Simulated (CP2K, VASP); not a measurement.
A VASP calculation is set up with these files.

### POSCAR
```
MoSi2
1
   -1.6050000000     1.6050000000     3.9250000000
    1.6050000000    -1.6050000000     3.9250000000
    1.6050000000     1.6050000000    -3.9250000000
Si Mo
2 1
Direct
  0.6549790000   0.6721850000   0.0056340000
  0.3435790000   0.3484550000   0.0283120000
  0.0014420000  -0.0206400000  -0.0339460000
```

### INCAR
```
# general
SYSTEM =MoSi2
PREC   =Accurate
ENCUT  =300   # plane-wave cut-off (eV)
LREAL  =.FALSE.   # projection in real space or not
LASPH  =.TRUE.   # aspherical one-centre terms

# electronic loop
EDIFF  =1E-6
NELM   =100   # most electronic steps
ALGO   =Normal
LMAXMIX=4   # l cut-off of mixed one-centre charges

# smearing
ISMEAR =-1   # Fermi-Dirac
SIGMA  =0.1   # width (eV)

# functional
GGA    =PE

# ions
ISIF   =2   # forces and stress, cell fixed

# output
LWAVE  =.FALSE.
LCHARG =.FALSE.
```

### KPOINTS
```
Automatic mesh
0
Gamma
1 1 1
0 0 0
```

POTCAR, in this order: Si Mo_sv (PBE.64 set). Program: vasp_std.

### Question
Write an input for CP2K that does the same calculation.

### Answer
One input that does it (PBE, GPW, DZVP-MOLOPT-SR-GTH basis, GTH-PBE potentials (GTH_POTENTIALS)):
```
&GLOBAL
  PROJECT calc
  RUN_TYPE ENERGY_FORCE
  PRINT_LEVEL MEDIUM
&END GLOBAL
&FORCE_EVAL
  METHOD Quickstep
  STRESS_TENSOR ANALYTICAL
  &DFT
    BASIS_SET_FILE_NAME BASIS_MOLOPT
    POTENTIAL_FILE_NAME GTH_POTENTIALS
    &QS
      METHOD GPW
      EPS_DEFAULT 1E-11
    &END QS
    &MGRID
      CUTOFF 500
      REL_CUTOFF 50
      NGRIDS 5
    &END MGRID
    &SCF
      SCF_GUESS ATOMIC
      EPS_SCF 1E-7
      MAX_SCF 100
      ADDED_MOS 5
      &DIAGONALIZATION
        ALGORITHM STANDARD
      &END DIAGONALIZATION
      &MIXING
        METHOD BROYDEN_MIXING
        ALPHA 0.3
        NBUFFER 10
      &END MIXING
      &SMEAR ON
        METHOD FERMI_DIRAC
        ELECTRONIC_TEMPERATURE [K] 1160.45
      &END SMEAR
    &END SCF
    &XC
      &XC_FUNCTIONAL PBE
      &END XC_FUNCTIONAL
    &END XC
    &PRINT
      &MO
        EIGENVALUES T
        OCCUPATION_NUMBERS T
        NDIGITS 8
        FILENAME mo
        &EACH
          QS_SCF 0
        &END EACH
        ADD_LAST NUMERIC
      &END MO
      &MULLIKEN ON
      &END MULLIKEN
    &END PRINT
  &END DFT
  &SUBSYS
    &CELL
      A 4.53405700 0.00000000 0.00000000
      B 2.26145700 3.92982000 0.00000000
      C -3.39775700 -1.96491000 2.26981300
      PERIODIC XYZ
    &END CELL
    &COORD
      Si       4.47068663     2.63049575     0.01278813
      Si       2.24962547     1.31373490     0.06426295
      Mo       0.07520190    -0.01441065    -0.07705107
    &END COORD
    &KIND Si
      BASIS_SET DZVP-MOLOPT-SR-GTH-q4
      POTENTIAL GTH-PBE-q4
    &END KIND
    &KIND Mo
      BASIS_SET DZVP-MOLOPT-SR-GTH-q14
      POTENTIAL GTH-PBE-q14
    &END KIND
  &END SUBSYS
  &PRINT
    &FORCES ON
    &END FORCES
    &STRESS_TENSOR ON
    &END STRESS_TENSOR
  &END PRINT
&END FORCE_EVAL
```
Both are inputs of real runs that ended normally. What can't carry over is the choice of potentials or basis and its cut-off, and each code's defaults.

The structure is a typed MoSi2 crystal. The cell was not relaxed at this level, atoms are displaced from their ideal sites, and it may have been scaled.
